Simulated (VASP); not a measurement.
Data:

```
CELL_PARAMETERS angstrom
      1.76107    -3.05026     0.00000
      1.76107     3.05026     0.00000
      0.00000     0.00000     5.99089
ATOMIC_POSITIONS crystal
  Ti 0.00000 0.00000 0.00000
  Se 0.33333 0.66667 0.25806
  Se 0.66667 0.33333 0.74194
```

These are rev-vdW-DF2, VASP's PBE PAW potentials (set 64) (plane waves; VASP) values and carry that method's errors. Run with 520 eV cut-off, Gaussian smearing of 0.050 eV, potentials Ti_sv Se.

Question: Estimate the band gap (along the path) with the smallest direct gap where there is one.

Answer: 
The band gap (along the path) comes out as none (metal, semimetal or under 0.01 eV).

The absolute energy has meaning only against runs of the same code, potentials and settings.

The compound is TiSe2 in the 1T layered structure. It was relaxed first.
